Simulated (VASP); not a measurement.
All values below come from revTPSS meta-GGA, VASP's PBE PAW potentials (set 64) (plane waves; VASP).

Input for VASP

### KPOINTS
```
Automatic mesh
0
Gamma
4 4 6
0 0 0
```

### POSCAR
```
SnO2
1
    4.7701778428    -0.0000000000     0.0000000000
    0.0000000000     4.7701778428     0.0000000000
    0.0000000000     0.0000000000     3.2197953570
Sn O
2 4
Direct
  0.0000000000   1.0000000000   0.0000000000
  0.5000000000   0.5000000000   0.5000000000
  0.3063833544   0.3063833544   0.0000000000
  0.8063833544   0.1936166456   0.5000000000
  0.1936166456   0.8063833544   0.5000000000
  0.6936166456   0.6936166456   0.0000000000
```

### INCAR
```
ALGO  =  Normal
EDIFF  =  1E-6
EDIFFG  =  -0.02
ENCUT  =  520
IBRION  =  2
ISIF  =  3
ISMEAR  =  0
LASPH  =  .True.
LCHARG  =  .False.
LMAXMIX  =  4
LMIXTAU  =  .True.
LREAL  =  .False.
LWAVE  =  .False.
METAGGA  =  RTPSS
NELM  =  100
NSW  =  60
PREC  =  Accurate
SIGMA  =  0.05
SYSTEM  =  SnO2
```

POTCAR, in this order: Sn_d O (PBE.64 set). Program: vasp_std.

What will the output report for the number of irreducible k-points (NKPTS), largest plane-wave count, number of space-group operations, FFT grid (NGX, NGY, NGZ)?

| Item | Result |
|---|---|
| number of irreducible k-points (NKPTS) | 24 |
| largest plane-wave count | 1996 |
| number of space-group operations | 16 |
| FFT grid (NGX, NGY, NGZ) | 36 × 36 × 24 |

The compound is SnO2 in the rutile structure. This run relaxes it. Symmetry was kept, so distortions that lower it aren't found. The start is the result of an earlier pass.
